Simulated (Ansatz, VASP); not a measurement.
Hf3Sb4 in VASP and in Ansatz

```xyz
7
Lattice="5.7653 0.0000 0.0000 0.0000 5.7653 0.0000 0.0000 0.0000 5.7653" Properties=species:S:1:pos:R:3 pbc="T T T"
Hf    2.8826    0.0000    0.0000
Hf    0.0000    2.8826    0.0000
Hf    0.0000    0.0000    2.8826
Sb    0.0000    2.8826    2.8826
Sb    2.8826    0.0000    2.8826
Sb    2.8826    2.8826    0.0000
Sb    0.0000    0.0000    0.0000
```

Change from the starting cell: ordered vacancies on the cation sites of rock salt (Pm-3m, No. 221).

Alike in both runs: functional PBE; k mesh 4 × 4 × 4; occupations gaussian, width 0.1 eV; no spin polarisation.

Ansatz relaxed the structure, and its values are those at the end. VASP's run is a single point on that final structure, the one shown.

```csv
,VASP,Ansatz
version,VASP 6.6.1,Ansatz 0.2.0
potentials or method,"VASP PAW PBE potentials, release 64 (Hf_pv, Sb)","scalar-relativistic, plane waves, PAW"
plane-wave cutoff (eV),520,420
valence electrons in the cell,50,138
```

|  | VASP | Ansatz | Ansatz less VASP |
| --- | --- | --- | --- |
| gap on the k mesh at the Fermi level (eV) | none | none | - |
| pressure (GPa) | -0.2 | 0.0 | +0.19 |

A gap of «none» marks a metal or a gap that the smearing closes. With one functional, cell and mesh, what is left measures potentials, basis and numerics. The two sets of potentials don't hold the same shells in valence.

Spin-orbit coupling is left out, which matters for the levels of Hf, Sb.
